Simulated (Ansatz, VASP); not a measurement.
# SnTeS in two plane-wave programs, part 2 of 2

One calculation is typed for both programs; each brings its own data sets. How far apart do they land? The cell is invented: As first built, before any earlier steps moved the atoms (in the runner's words): Te for half of the S in the SnS2 structure of space group P6_3mc. It may not be a known or stable phase. The two relaxations start from unlike cells of this crystal (the structure described is Ansatz's start), so only their ends are compared.

VASP 6.6.1 and Ansatz 0.2.0.

So far: Starting point; VASP: relaxation of cell and atoms, PBE.

### Step 3. Ansatz: relaxation of cell and atoms, PBE

Level of this step: Ansatz beside VASP: Kohn-Sham DFT, plane waves, PBE (Ansatz).

Ansatz runs on its default PAW (the set named soft_2) files.

Its own start cell and the same functional, mesh and smearing now go to Ansatz, which takes its cutoff from its data sets.

The input, input.yaml:

```yaml
crystal:
  lattice:
    - [3.8788393049, 0.0, 0.0]
    - [-1.9394196524, 3.3591733752, 0.0]
    - [0.0, 0.0, 13.0203461798]
  atoms:
    - { symbol: Sn, position: [0.3333333333, 0.6666666667, 0.62501007] }
    - { symbol: Sn, position: [0.6666666667, 0.3333333333, 0.12501007] }
    - { symbol: S, position: [0.6666666667, 0.3333333333, 0.74340412] }
    - { symbol: Te, position: [0.3333333333, 0.6666666667, 0.24340412] }
    - { symbol: S, position: [0.0, 0.0, 0.00658781] }
    - { symbol: Te, position: [0.0, 0.0, 0.50658781] }
kpoints:
  mp_grid: { grid: [6, 6, 2] }
scf:
  occupations: { method: gaussian, width: 0.03 }
hamiltonian:
  xc: pbe
output:
  forces: true
  stress: true
relax:
  f_tol: 0.02
  max_steps: 60
  cell: {}
```

On the command line:

```
ansatz run input.yaml --threads 2 --pin off --max-ram 4096MiB --backend cpu --events-out ev --progress --plain --runs-dir out
```

Numbers of over 12 decimals in the logs are rounded to 6 here.

Log:

```text
Engine: ansatz 0.2.0, aarch64-unknown-linux-gnu
Pseudopotentials: kind: paw
Pseudopotential: Sn, paw, valence charge 14, recommended cutoff 420 eV (normal), Sn.paw.azcp
Pseudopotential: S, paw, valence charge 6, recommended cutoff 420 eV (normal), S.paw.azcp
Pseudopotential: Te, paw, valence charge 16, recommended cutoff 420 eV (normal), Te.paw.azcp
Functional definition: PBE
  parameter kappa = 0.804
  parameter beta = 0.066725
  exchange = pbe_x(kappa = kappa, mu = beta*pi^2/3)
  correlation = pbe_c(beta = beta)
Crystal: 6 atoms, lattice volume = 169.651 Å³
Basis set: ecut = 420 eV, 3355 PW (Γ), exchange–correlation on 54×54×180 points (8 copies of the dense FFT grid, shifted against one another)
Bands: 44, of which v1, the nominal top of the filled ones, is band 36 counted from 1 (35 counted from 0)
Symmetry: 6 space group operations
Space group: P3m1 (ITA 156), of the structure as read, at distance tolerance 5.5e-5 Å
k-points: 14 of 72 (time reversal used)
Non-local potential: Sn, projectors of the file, l = 0: 2, l = 1: 2, l = 2: 2, l = 3: 2
Non-local potential: S, projectors of the file, l = 0: 2, l = 1: 2, l = 2: 2
Non-local potential: Te, projectors of the file, l = 0: 2, l = 1: 2, l = 2: 2, l = 3: 2
PAW form: soft (Blöchl's): semilocal exchange-correlation on the pseudo side does not see the compensation charge
PAW one-centre angular grid: Sn, 590 points (default); XC on 64 Gauss nodes
PAW one-centre angular grid: S, 110 points (default); XC on 64 Gauss nodes
PAW one-centre angular grid: Te, 590 points (default); XC on 64 Gauss nodes
Initial density: superposition of atomic densities (neutral atoms: chi_scale 0, normalization atom), corrected by the library's trained network
Initial wavefunctions: pseudopotential atomic-orbital guess
Functional: x = pbe(κ = 0.804, μ = 0.219515), c = pbe(β = 0.066725)
SCF iter   1: F=—  HF=-27812.386100 eV  |F-HF|=—  |Δ(HF+E_count)|=         —  Δρ=2.15e-3  dr2=2.65e-2  ethr=1.77e-3  ⟨swp⟩=7.6  Hψ=2681  notcnv=0  defer=1
preconditioner: auto → Resta (q_TF=auto, 2.365 Å⁻¹)  ε∞=2.8  [insulator: Δε(μ)=0.405 eV  Ē_g=15.279 eV  σ=0.030 eV  W_gap=1.00  n_scr=38 (ndim 8)  ℏωp=20.6 eV  f_vac=0.088  D(μ)=0.00/eV (n_scr^D=0)  ε∞_Penn≈2.8]
SCF iter   2: F=—  HF=-27812.382669 eV  |F-HF|=—  |Δ(HF+E_count)|=   3.43e-3  Δρ=1.26e-3  dr2=1.47e-2  ethr=3.68e-5  ⟨swp⟩=3.1  Hψ=1186  notcnv=0  defer=48
SCF iter   3: F=—  HF=-27812.381340 eV  |F-HF|=—  |Δ(HF+E_count)|=   1.33e-3  Δρ=7.41e-4  dr2=1.25e-3  ethr=2.05e-5  ⟨swp⟩=2.1  Hψ=712  notcnv=0  defer=48
SCF iter   4: F=—  HF=-27812.381490 eV  |F-HF|=—  |Δ(HF+E_count)|=   1.49e-4  Δρ=3.22e-4  dr2=1.25e-4  ethr=1.73e-6  ⟨swp⟩=2.9  Hψ=1020  notcnv=0  defer=48
SCF iter   5: F=—  HF=-27812.381542 eV  |F-HF|=—  |Δ(HF+E_count)|=   5.22e-5  Δρ=1.01e-4  dr2=1.67e-5  ethr=1.74e-7  ⟨swp⟩=2.0  Hψ=706  notcnv=0  defer=48
SCF iter   6: F=—  HF=-27812.381487 eV  |F-HF|=—  |Δ(HF+E_count)|=   5.53e-5  Δρ=2.06e-5  dr2=9.80e-7  ethr=2.32e-8  ⟨swp⟩=2.1  Hψ=930  notcnv=0  defer=48
SCF iter   7: F=—  HF=-27812.381488 eV  |F-HF|=—  |Δ(HF+E_count)|=   9.81e-7  Δρ=7.84e-6  dr2=1.99e-7  ethr=1.36e-9  ⟨swp⟩=2.0  Hψ=1016  notcnv=0  defer=48
SCF iter   8: F=-27812.381488 eV  HF=-27812.381488 eV  |F-HF|=8.69e-9  |Δ(HF+E_count)|=   1.06e-7  Δρ=2.37e-6  dr2=1.54e-8  ethr=1.39e-10  ⟨swp⟩=5.0  Hψ=2180  notcnv=0
SCF 1 converged in 8 iterations: F = -27812.381488 eV  dr2 = 1.54e-8
  greatest PAW one-centre occupation: 0.998 electrons in one spin orbital (limit 2), on the Te atom at site 5 (counted from 0), in its partial waves of l = 2
relax step   1: F+E_penalty+E_count = -27812.38148764 eV  Δ(F+E_penalty+E_count) = +0.000e0 eV  max|allowed force component| = 3.353e0 eV/Å  Δτ_max = 0.0000 Å  P = +6.757 GPa  Ω = 169.651 Å³  (8 SCF iters, dr2 threshold 1.00e-7 eV, accepted)
[...]
relax step  13: F+E_penalty+E_count = -27813.36771986 eV  Δ(F+E_penalty+E_count) = -5.329e-3 eV  max|allowed force component| = 5.240e-2 eV/Å  Δτ_max = 0.0564 Å  P = -0.181 GPa  Ω = 186.837 Å³  energy of the carried Pulay correction = -3.762e-3 eV  (12 SCF iters, accepted)
[...]
relax step  14: F+E_penalty+E_count = -27813.36858187 eV  Δ(F+E_penalty+E_count) = -8.620e-4 eV  max|allowed force component| = 3.000e-2 eV/Å  Δτ_max = 0.0419 Å  P = +0.081 GPa  Ω = 187.721 Å³  energy of the carried Pulay correction = -3.946e-3 eV  (7 SCF iters, dr2 threshold 1.72e-7 eV, accepted)
[...]
relax step  15: F+E_penalty+E_count = -27813.36898252 eV  Δ(F+E_penalty+E_count) = -4.006e-4 eV  max|allowed force component| = 1.523e-2 eV/Å  Δτ_max = 0.0237 Å  P = -0.008 GPa  Ω = 187.093 Å³  energy of the carried Pulay correction = -3.816e-3 eV  (7 SCF iters, dr2 threshold 5.63e-8 eV, accepted)
[...]
relax step  16: F+E_penalty+E_count = -27813.37328182 eV  Δ(F+E_penalty+E_count) = -4.299e-3 eV  max|allowed force component| = 1.476e-2 eV/Å  Δτ_max = 0.0000 Å  P = -0.006 GPa  Ω = 187.093 Å³  stress off target by 2.51e-2 GPa  SCF on the basis re-selected at this cell (its energy is not comparable with the rows above)  (8 SCF iters)
basis re-selected at this cell: Δ(F+E_penalty+E_count) = -4.299e-3 eV, ΔP = +0.003 GPa vs the last step (what re-selecting the basis moved, of the pressure what is left beyond the Pulay correction that the steps carried, after the strain that the cell walked since its last selection, with what the two solves' SCF thresholds leave and, on support functions, any second-order correction that the steps lacked; it is no measure of the basis error at this ecutwfc). The dense FFT grid was sized anew with the basis: this SCF ran on 27×27×96 points, the steps before it on 27×27×90, so part of this shift can come from that change (see relax.cell in the input reference). [rest of the remark cut]
SCF converged after 8 iterations
Free energy (F): -27813.373282 eV
Harris-Foulkes:  -27813.373282 eV  (|F-HF|=1.46e-11)
Internal energy: -27813.370732 eV  (E = F + TS)
E sigma→0 (E₀):  -27813.372007 eV
Entropy (-TS):   -0.002550 eV (-0.425 meV/atom)
Fermi energy:    6.604947 eV
--- Per-component energies (eV) ---
  E_band       = -860.383595
  E_kinetic    = 944.376267
  E_local      = -7329.273749  (includes V_loc(G=0)·N_el)
  E_nonlocal   = -625.591609
  E_hartree    = 4105.866276
  E_xc         = -1203.322731
  E_vxc        = -569.703025  (∫ρ·V_xc dr)
  E_paw        = -18805.320115  (= ΣΔE_a)
  E_vpaw       = -1491.923868  (= ΣTr[D̂ρ^β])
  E_aug_tail   = -0.000380  (compensation charges beyond the density's cutoff)
  E_ewald      = -4900.104692
  E_smearing   = -0.002550  (= −TS)
  E_closure    = 0.000000  (closes the sum)
  Σ components = -27813.373282   (vs F -27813.373282, Δ=0.00e0)
--- Forces (eV/Å), atoms counted from 1 ---
  atom   1  Sn    -0.00000000    -0.00000000    -0.01419611
  atom   2  Sn    -0.00000000    -0.00000000     0.01476159
  atom   3  S     -0.00000000    -0.00000000     0.01081119
  atom   4  Te     0.00000000    -0.00000000    -0.00910213
  atom   5  S     -0.00000000    -0.00000000    -0.00725174
  atom   6  Te     0.00000000     0.00000000     0.00497773
  max |Σ_I F_I| component: 5.48e-7 eV/Å
--- Stress (GPa, compression-positive) ---
       -0.021504      -0.000000       0.000000
       -0.000000      -0.021504      -0.000000
        0.000000      -0.000000       0.025121
  P = ⅓ Tr σ = -0.0060 GPa (-0.060 kbar)
--- Relaxed structure (15 steps of the walk, 14 accepted, 1 SCFs on fresh bases) ---
  F+E_penalty+E_count = -27813.37328182 eV   max|allowed force component| = 1.476e-2 eV/Å   (the final SCF, on the basis selected at the relaxed cell)
  cell:  # Å, volume = 187.0928 Å³
    - [3.895530, -2.899169937966264e-11, 4.8573123563231644e-17]
    - [-1.947765, 3.373628, -1.2143280890834014e-17]
    - [1.630484879932393e-16, 4.706804421551332e-17, 14.236174]
  atoms:
    - { symbol: Sn, position: [0.333333, 0.666667, 0.642407] }
    - { symbol: Sn, position: [0.666667, 0.333333, 0.107607] }
    - { symbol: S, position: [0.666667, 0.333333, 0.741919] }
    - { symbol: Te, position: [0.333333, 0.666667, 0.241541] }
    - { symbol: S, position: [7.38999946754545e-19, 2.1114284192946754e-19, 0.00805977] }
    - { symbol: Te, position: [9.448689663538714e-19, 2.699625618149047e-19, 0.508470] }
```

In the SCF lines HF is the Harris–Foulkes energy and dr2 the Hartree energy of the density residual, in eV; the loop may stop once dr2 is under the threshold and the program's other checks hold. Hψ counts applications of the Hamiltonian.

### Step 4. Side by side

Known differences besides the potentials themselves: the data sets hold 72 valence electrons in Ansatz (on its default PAW (the set named soft_2) files) and 52 in VASP; the cutoff is 420 eV in Ansatz and 500 eV in VASP; Ansatz adds a Pulay correction to the stress that steers its cell, VASP none. Total energies have different zeros and are not compared.

Compared:

| quantity | Ansatz | VASP | difference |
| --- | --- | --- | --- |
| volume (Å³) | 187.09 | 188.45 | -0.72 % |
| edge a after relaxation, in the typed setting (Å) | 3.896 | 3.893 | +0.08 % |
| edge c after relaxation, in the typed setting (Å) | 14.236 | 14.362 | -0.87 % |

### Step 5. What came out

```yaml
difference_in_edge_c_after_relaxation_in_the_typed_setting_relaxation_of_cell_and_atoms_pbe: -0.87 %
```

What this shows: The difference in edge c after relaxation, in the typed setting is -0.87 % (relaxation of cell and atoms, PBE), within the 1.2 % picked in this series as the mark of a large difference, as far as the stopping tolerances let one tell. The data sets hold unlike numbers of valence electrons (72 in Ansatz and 52 in VASP), so part of the differences comes from the potentials. Such differences can come from data sets, numerical settings and the points named under the comparisons, not from the functional's error against experiment.

[Lines on the potential files, build, host, timing and source positions are cut from VASP's logs without a mark.]

[Logs are printed without paths, hosts, clocks, repeated set-up lines and the standing remarks that a program may print on its own settings, such as how far it seeks lower states.]

[Hosts, paths, dates, database ids (printed as entryN), source tags and the programs' standing remarks are cut or masked in the printed files.]
